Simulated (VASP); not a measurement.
The system is Cd.

```
CELL_PARAMETERS angstrom
2.95847 0.00000 0.00000
-1.47924 2.56211 0.00000
0.00000 0.00000 5.88593
ATOMIC_POSITIONS crystal
Cd 0.33333 0.66667 0.25000
Cd 0.66667 0.33333 0.75000
```

| Property | Result |
| --- | --- |
| Program | VASP 6.6.1 |
| Task | relaxation of cell and atoms |
| Functional | LDA |
| Potentials or basis | VASP PAW LDA potentials, release 64 (Cd) |
| Cutoff | 600 eV |
| k mesh | 18 × 18 × 8 |
| Occupations | gaussian, width 0.1 eV |
| Spin | no spin polarisation |

At the start: pressure -4.7 GPa; volume 22.31 Å³/atom.

Problem. How do energy, volume and symmetry change on relaxing?

Solution. Over 9 steps the energy falls by 33.0 meV/atom and the volume is 20.26 Å³/atom (-9.2 %); space group P6_3/mmc (No. 194, to 0.05 Å).

The path:
```csv
step,energy change (eV),largest force (eV/Å),pressure (GPa),volume (Å³)
1,0.0000,0.0000,-4.67,44.62
2,-0.0516,0.0000,1.27,40.54
3,-0.0543,0.0000,-0.05,41.23
4,-0.0619,0.0000,0.00,40.89
5,-0.0659,0.0000,0.19,40.47
6,-0.0659,0.0000,0.23,40.41
7,-0.0659,0.0000,0.24,40.38
8,-0.0660,0.0000,-0.19,40.61
9,-0.0661,0.0000,-0.01,40.51
```

Final structure:
```xyz
2
Lattice="2.9062 0.0000 0.0000 -1.4531 2.5168 0.0000 0.0000 0.0000 5.5385" Properties=species:S:1:pos:R:3 pbc="T T T"
Cd    0.0000    1.6779    1.3846
Cd    1.4531    0.8389    4.1539
```
